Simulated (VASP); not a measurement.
# Ta7Mo3: core-level shifts, part 4 of 4

Which atoms of Ta7Mo3 bind their core electrons more tightly, and does the hole change the order?

VASP 6.6.1, plane waves and PAW; the level of theory is named at each step.

So far. Step 4 (Core hole, atom Ta7, shell 4f): This is the reference for holes on Ta. Step 5 (Core hole, atom Ta8, shell 4f): Against the hole on Ta7 the energy differs by -0.57 eV.

**6. Core hole, atom Mo3, shell 3d (continued)**

Level of this step: final-state core hole with the electron kept at the Fermi level, PBE; plane waves and PAW (Mo_sv, Mo_sv, Ta_pv) (VASP).

OUTCAR, selected parts (step 6):

```text
 POSITION                                       TOTAL-FORCE (eV/Angst)
 -----------------------------------------------------------------------------------
      1.65500      2.34052     16.13812         0.000000      0.000000     -0.692586
      0.00000      0.00000     16.14810         0.000000      0.000000      0.035643
      3.31000      0.00000     16.14810         0.000000      0.000000      0.035643
      0.00000      0.00000      7.21400         0.000000      0.000000     -0.037304
      3.31000      0.00000      7.21400         0.000000      0.000000     -0.037304
      1.65500      2.34052      7.22397         0.000000      0.000000     -0.018777
      4.96500      2.34052     16.24121         0.000000      0.000000     -0.135353
      6.64255      2.34052     14.02511         0.115653      0.000000      0.267081
      3.28745      2.34052     14.02511        -0.115653     -0.000000      0.267081
      4.96500      0.02126     14.05348         0.000000      0.103976      0.070554
      4.96500      4.65979     14.05348         0.000000     -0.103976      0.070554
      0.00000      0.00000     11.68105         0.000000      0.000000      0.051701
      3.31000      0.00000     11.68105         0.000000      0.000000      0.051701
      1.65500      2.34052     11.68105         0.000000      0.000000      0.085128
[...]
-----------------------------------------------------------------------------------
    total drift:                                0.000000     -0.000001     -0.001439

  FREE ENERGIE OF THE ION-ELECTRON SYSTEM (eV)
  ---------------------------------------------------
  free  energy   TOTEN  =      -468.7176366725 eV

  energy  without entropy=     -468.6144025728  energy(sigma->0) =     -468.66601962

[... 2 parts as in an earlier step ...]

[... 1 further part left out ...]
[key lines of the parts left out:]
E-fermi :   1.3138
```

This is the reference for holes on Mo.

**7. Core hole, atom Mo2, shell 3d**

The same hole on the next atom.

Contents of INCAR:

```
SYSTEM = Ta7Mo3
PREC = Normal
ENCUT = 330
EDIFF = 1E-05
NELM = 120
ISMEAR = 0
SIGMA = 0.1
LREAL = Auto
ALGO = Fast
GGA = PE
NBANDS = 147
LASPH = .TRUE.
LWAVE = .FALSE.
LCHARG = .FALSE.
KPAR = 2
NCORE = 4
ICORELEVEL = 2
CLNT = 1
CLN = 3
CLL = 2
CLZ = 1
ISIF = 0
```

Contents of POSCAR:

```
Ta7Mo3
1.0
    6.6200000000      0.0000000000      0.0000000000
    3.3100000000      4.6810468915      0.0000000000
    0.0000000000      0.0000000000     23.3620937829
Mo Mo Ta
1 5 14
Direct
    0.5000000000      0.0000000000      0.6912092599
    0.0000000000      0.0000000000      0.6912092599
    0.0000000000      0.5000000000      0.6907824721
    0.0000000000      0.0000000000      0.3087907401
    0.5000000000      0.0000000000      0.3087907401
    0.0000000000      0.5000000000      0.3092175279
    0.5000000000      0.5000000000      0.6951950746
    0.7534056543      0.5000000000      0.6003361628
    0.2465943457      0.5000000000      0.6003361628
    0.7477294635      0.0045410731      0.6015504414
    0.2522705365      0.9954589269      0.6015504414
    0.0000000000      0.0000000000      0.5000000000
    0.5000000000      0.0000000000      0.5000000000
    0.0000000000      0.5000000000      0.5000000000
    0.5000000000      0.5000000000      0.5000000000
    0.7534056543      0.5000000000      0.3996638372
    0.2465943457      0.5000000000      0.3996638372
    0.7477294635      0.0045410731      0.3984495586
    0.2522705365      0.9954589269      0.3984495586
    0.5000000000      0.5000000000      0.3048049254
```

Contents of KPOINTS:

```
Automatic mesh
0
Gamma
4 4 1
0 0 0
```

PAW data sets: Mo_sv, Mo_sv and Ta_pv (PBE family, release 64).

On the command line:

```bash
> mpirun -np 8 vasp_std
```

The log of the run:

```text
[... set-up lines as in an earlier step ...]
 entering main loop
       N       E                     dE             d eps       ncg     rms          rms(c)
DAV:   1     0.167766202536E+04    0.16777E+04   -0.11916E+05  3916   0.109E+03
DAV:   2    -0.396607853834E+03   -0.20743E+04   -0.20143E+04  3314   0.381E+02
DAV:   3    -0.491678605726E+03   -0.95071E+02   -0.89977E+02  3888   0.708E+01
DAV:   4    -0.495491073991E+03   -0.38125E+01   -0.37345E+01  3768   0.118E+01
[...]
RMM:  31    -0.468870911907E+03   -0.52125E-04   -0.34195E-06  1683   0.292E-03    0.134E-03
RMM:  32    -0.468870928358E+03   -0.16451E-04   -0.18379E-06  1335   0.214E-03    0.627E-04
RMM:  33    -0.468870931596E+03   -0.32380E-05   -0.74576E-07  1015   0.171E-03
   1 F= -.46887093E+03 E0= -.46882272E+03  d E =-.964156E-01
```

Run time: 79 s. Hardware: 8 MPI ranks of Intel Xeon 6975P-C (Granite Rapids), shared host; peak memory 1.9 GiB.

Parts of OUTCAR (step 7):

```text
 POSITION                                       TOTAL-FORCE (eV/Angst)
 -----------------------------------------------------------------------------------
      3.31000      0.00000     16.14810        -0.000000      0.000000     -0.415276
      0.00000      0.00000     16.14810        -0.000000      0.000000      0.002287
      1.65500      2.34052     16.13812        -0.000000      0.000000     -0.050466
      0.00000      0.00000      7.21400        -0.000000      0.000000     -0.000027
      3.31000      0.00000      7.21400        -0.000000      0.000000     -0.018572
      1.65500      2.34052      7.22397        -0.000000      0.000000     -0.043806
      4.96500      2.34052     16.24121        -0.000000      0.000000     -0.126836
      6.64255      2.34052     14.02511        -0.025195     -0.130664     -0.000493
      3.28745      2.34052     14.02511         0.025195      0.130664     -0.000493
      4.96500      0.02126     14.05348        -0.109378     -0.029968      0.251597
      4.96500      4.65979     14.05348         0.109378      0.029968      0.251597
      0.00000      0.00000     11.68105        -0.000000      0.000000     -0.089406
      3.31000      0.00000     11.68105        -0.000000      0.000000      0.103358
      1.65500      2.34052     11.68105        -0.000000      0.000000      0.026528
[...]
-----------------------------------------------------------------------------------
    total drift:                               -0.000001      0.000001      0.002257

  FREE ENERGIE OF THE ION-ELECTRON SYSTEM (eV)
  ---------------------------------------------------
  free  energy   TOTEN  =      -468.8709315959 eV

  energy  without entropy=     -468.7745160134  energy(sigma->0) =     -468.82272380

[... 1 part as in an earlier step ...]

[... 2 further parts left out ...]
[key lines of the parts left out:]
E-fermi :   1.3071
```

Against the hole on Mo3 the energy differs by -0.16 eV.

**8. Summary**

This step: core-level shifts, PBE; plane waves and PAW (VASP 6.6.1).

Derived from the runs above.

A positive shift is a higher binding energy. Cost is wall time times ranks on a shared host. Core-level shifts:

| atom | region | shell | Kohn-Sham level below the Fermi level (eV) | initial-state shift (eV) | final-state shift (eV) | shifts are from | cost (core minutes) |
| --- | --- | --- | --- | --- | --- | --- | --- |
| Ta7 | layer 1 | 4f | 19.71 | 0 | 0 | Ta7 | 10.13 |
| Ta8 | layer 2 | 4f | 18.9 | -0.81 | -0.5689 | Ta7 | 7.87 |
| Mo3 | layer 1 | 3d | 217.5 | 0 | 0 | Mo3 | 8.8 |
| Mo2 | layer 1 | 3d | 217.4 | -0.1201 | -0.1567 | Mo3 | 10.53 |

**9. Results**

| Property | Result |
| --- | --- |
| Ta8 4f (layer 2), from Ta7 | initial state -0.81 eV, final state -0.57 eV |
| Mo2 3d (layer 1), from Mo3 | initial state -0.12 eV, final state -0.16 eV |

**Reading.** Against Ta7, Ta8 is shifted by -0.81 eV in the initial state and by -0.57 eV with the hole; against Mo3, Mo2 is shifted by -0.12 eV in the initial state and by -0.16 eV with the hole (energies extrapolated to zero smearing). Only these atoms were given a hole, so other sites aren't ranked. The difference of the two pictures holds the screening of the hole, but also the cell's limits: holes repeat 5.7 Å apart, and the electron from the core stays in the cell. Cell size, mesh and smearing weren't varied between the hole runs, and no dipole correction was applied to the slab. The other core electrons are frozen, spin-orbit splitting and multiplets are absent, and only shifts between atoms of one element are meaningful. Not tabulated here, as repeats of values shown or as unfit to read for their mesh, reference level or band range: core levels (core hole).

[Lines on the potential files, build, host, timing and source positions are cut from VASP's logs without a mark.]

[Logs are printed without paths, hosts, clocks, repeated set-up lines and the standing remarks that a program may print on its own settings, such as how far it seeks lower states.]

[Hosts, paths, dates, database ids (printed as entryN), source tags and the programs' standing remarks are cut or masked in the printed files.]
